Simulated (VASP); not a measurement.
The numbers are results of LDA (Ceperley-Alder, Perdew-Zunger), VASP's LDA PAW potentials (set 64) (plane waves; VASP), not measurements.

The input files of a VASP run:

File KPOINTS:
```
K-points
0
G
 5 5 5
0 0 0
```

File POSCAR:
```
KTaO3
1
    3.9605448231     0.0000000000     0.0000000000
    0.0000000000     3.9605448231     0.0000000000
    0.0000000000     0.0000000000     3.9605448231
K Ta O
1 1 3
Direct
  0.0000000000   0.0000000000   0.0000000000
  0.5000000000   0.5000000000   0.5000000000
  0.5000000000   0.0000000000   0.5000000000
  0.0000000000   0.5000000000   0.5000000000
  0.5000000000   0.5000000000   0.0000000000
```

**INCAR**
```
LCHARG = .FALSE.
NELM = 100   # most electronic steps
EDIFF = 1E-8
EDIFFG = -0.001   # ionic stop
PREC = Accurate
SIGMA = 0.05
LMAXMIX = 6   # l cut-off of mixed one-centre charges
LWAVE = .FALSE.
SYSTEM = KTaO3
ISIF = 2
ALGO = Normal   # blocked Davidson
LREAL = .FALSE.   # projection in real space or not
NSW = 30
ENCUT = 520   # plane-wave cut-off (eV)
ISMEAR = 0
LASPH = .TRUE.
IBRION = 1   # quasi-Newton
```

POTCAR, in this order: K_sv Ta_pv O (LDA.64 set). Program: vasp_std.

The resulting files:

File OSZICAR:
```
       N       E                     dE             d eps       ncg     rms          rms(c)
DAV:   1     0.340491058430E+03    0.34049E+03   -0.21814E+04   460   0.170E+03
DAV:   2    -0.331181443299E+02   -0.37361E+03   -0.36379E+03   544   0.470E+02
DAV:   3    -0.528127960159E+02   -0.19695E+02   -0.19645E+02   579   0.105E+02
DAV:   4    -0.533060254528E+02   -0.49323E+00   -0.49294E+00   819   0.150E+01
DAV:   5    -0.533078787281E+02   -0.18533E-02   -0.18531E-02   586   0.917E-01    0.373E+01
DAV:   6    -0.453761435544E+02    0.79317E+01   -0.41933E+01   548   0.461E+01    0.152E+01
DAV:   7    -0.451460461377E+02    0.23010E+00   -0.23936E+00   602   0.105E+01    0.953E+00
DAV:   8    -0.450604672259E+02    0.85579E-01   -0.34444E-01   589   0.501E+00    0.112E+00
DAV:   9    -0.450546297988E+02    0.58374E-02   -0.25075E-02   619   0.120E+00    0.223E-01
DAV:  10    -0.450536641254E+02    0.96567E-03   -0.62606E-03   624   0.600E-01    0.601E-02
DAV:  11    -0.450536635316E+02    0.59381E-06   -0.41785E-04   697   0.164E-01    0.285E-02
DAV:  12    -0.450536647279E+02   -0.11963E-05   -0.24823E-05   704   0.370E-02    0.591E-03
DAV:  13    -0.450536644827E+02    0.24519E-06   -0.14554E-06   617   0.888E-03    0.236E-03
DAV:  14    -0.450536644740E+02    0.86970E-08   -0.16459E-07   642   0.313E-03    0.612E-04
DAV:  15    -0.450536644772E+02   -0.32533E-08   -0.65485E-09   426   0.670E-04
   1 F= -.45053664E+02 E0= -.45053664E+02  d E =-.450537E+02
```

**OUTCAR**
```
------------------------ aborting loop because EDIFF is reached ----------------------------------------
  FORCE on cell =-STRESS in cart. coord.  units (eV):
  Direction    XX          YY          ZZ          XY          YZ          ZX
  --------------------------------------------------------------------------------------
  Total       -0.0319199     -0.0319199     -0.0319199     -0.0000000      0.0000000      0.0000000
  in kB       -0.8232049     -0.8232049     -0.8232049     -0.0000000      0.0000000      0.0000000
  external PRESSURE =      -0.8232049 kB  Pullay stress =       0.0000000 kB
  volume of cell :       62.12
      direct lattice vectors                 reciprocal lattice vectors
     3.960544823  0.000000000  0.000000000     0.252490514  0.000000000  0.000000000
     0.000000000  3.960544823  0.000000000     0.000000000  0.252490514  0.000000000
     0.000000000  0.000000000  3.960544823     0.000000000  0.000000000  0.252490514
 POSITION                                       TOTAL-FORCE (eV/Angst)
 -----------------------------------------------------------------------------------
      0.00000      0.00000      0.00000         0.000000      0.000000      0.000000
      1.98027      1.98027      1.98027         0.000000      0.000000      0.000000
      1.98027      0.00000      1.98027         0.000000      0.000000      0.000000
      0.00000      1.98027      1.98027         0.000000      0.000000      0.000000
      1.98027      1.98027      0.00000         0.000000      0.000000      0.000000
 -----------------------------------------------------------------------------------
    total drift:                                0.000000      0.000000     -0.000000
  FREE ENERGIE OF THE ION-ELECTRON SYSTEM (eV)
  ---------------------------------------------------
  free  energy   TOTEN  =       -45.0536644772 eV

  energy  without entropy=      -45.0536644772  energy(sigma->0) =      -45.05366448

 reached required accuracy - stopping structural energy minimisation
```
(Selected blocks of OUTCAR.)

**OUTCAR**
```
 val. band max:        1.5547656036   @ k =   0.4000   0.4000   0.4000

 cond. band min:       3.7307281392   @ k =   0.0000   0.0000   0.0000


 Fermi energy:         1.8543382744

 k-point     1 :       0.0000    0.0000    0.0000
  band No.  band energies     occupation
      1     -32.1556      2.00000
      2     -32.1556      2.00000
      3     -32.1556      2.00000
      4     -25.1879      2.00000
      5     -15.6624      2.00000
      6     -14.9183      2.00000
      7     -14.9183      2.00000
      8      -8.9963      2.00000
      9      -8.9963      2.00000
     10      -8.9963      2.00000
     11      -0.7449      2.00000
     12      -0.7449      2.00000
     13      -0.7449      2.00000
     14       0.5604      2.00000
     15       0.5604      2.00000
     16       0.5604      2.00000
     17       1.0580      2.00000
     18       1.0580      2.00000
     19       1.0580      2.00000
     20       3.7307      0.00000
     21       3.7307      0.00000
     22       3.7307      0.00000
     23       8.2156      0.00000

 k-point     2 :       0.2000    0.0000    0.0000
  band No.  band energies     occupation
      1     -32.1907      2.00000
      2     -32.1542      2.00000
      3     -32.1542      2.00000
      4     -25.1757      2.00000
      5     -15.5787      2.00000
      6     -14.9085      2.00000
      7     -14.6670      2.00000
      8      -8.9812      2.00000
      9      -8.9812      2.00000
     10      -8.9347      2.00000
     11      -1.7290      2.00000
     12      -0.8083      2.00000
     13      -0.8083      2.00000
     14       0.0021      2.00000
     15       0.0021      2.00000
     16       0.1666      2.00000
     17       0.3740      2.00000
     18       0.9168      2.00000
     19       0.9168      2.00000
     20       3.7893      0.00000
     21       4.8661      0.00000
     22       4.8661      0.00000
     23       8.8555      0.00000

 k-point     3 :       0.4000    0.0000    0.0000
...
```

Unless said otherwise, spin-orbit coupling is left out, though it shifts the bands of the heavy elements here.

The compound is KTaO3 in the cubic perovskite structure. It was relaxed first. The start is the result of an earlier pass.
